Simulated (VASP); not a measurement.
An input for Quantum ESPRESSO's pw.x (written as the equivalent of a VASP run, and not itself run):

```
&CONTROL
  calculation = 'vc-relax'
  pseudo_dir = './pseudo'
  outdir = './out'
  tprnfor = .true.
  tstress = .true.
  nstep = 40
  forc_conv_thr = 0.00078
/
&SYSTEM
  ibrav = 0
  nat = 1
  ntyp = 1
  ecutwfc = 82
  occupations = 'smearing'
  smearing = 'methfessel-paxton'
  degauss = 0.00735
  input_dft = 'pz'
/
&ELECTRONS
  conv_thr = 7.3e-08
  electron_maxstep = 100
/
&IONS
/
&CELL
  press = 200
/
ATOMIC_SPECIES
  Nb 92.906 Nb.upf
CELL_PARAMETERS angstrom
    -1.5985775    1.5985775    1.5985775
     1.5985775   -1.5985775    1.5985775
     1.5985775    1.5985775   -1.5985775
ATOMIC_POSITIONS crystal
  Nb   0.0000000  0.0000000  0.0000000
K_POINTS automatic
  16 16 16 0 0 0
```

Question: Translate this input to VASP (INCAR, KPOINTS, POSCAR, choice of POTCAR).

Answer: Several could match; the one computed here: 
### KPOINTS
```
K-points
0
Gamma
  16 16 16
0 0 0
```

POSCAR:
```
Nb
1
   -1.5985775235     1.5985775235     1.5985775235
    1.5985775235    -1.5985775235     1.5985775235
    1.5985775235     1.5985775235    -1.5985775235
Nb
1
Direct
  0.0000000000   0.0000000000   0.0000000000
```

**INCAR**
```
SYSTEM=Nb
PREC=Accurate; ENCUT=500; LREAL=F
LASPH=T
EDIFF=1E-6; NELM=100; ALGO=Normal
LMAXMIX=4
ISMEAR=1; SIGMA=0.1
IBRION=2; NSW=40; ISIF=3
EDIFFG=-0.02; PSTRESS=200
LWAVE=F; LCHARG=F
```

POTCAR, in this order: Nb_sv (LDA.64 set). Program: vasp_std.

What does not carry over: the potentials are each code's own (VASP's PAW set, PseudoDojo norm-conserving files in pw.x), so ENCUT and ecutwfc are chosen apart and not converted; conv_thr bounds pw.x's estimated SCF error, while EDIFF bounds the energy change between steps; forc_conv_thr acts on force components and is met together with etot_conv_thr.

The compound is Nb in the bcc structure. This run relaxes it under an external pressure of 20 GPa. Symmetry was kept, so distortions that lower it aren't found.
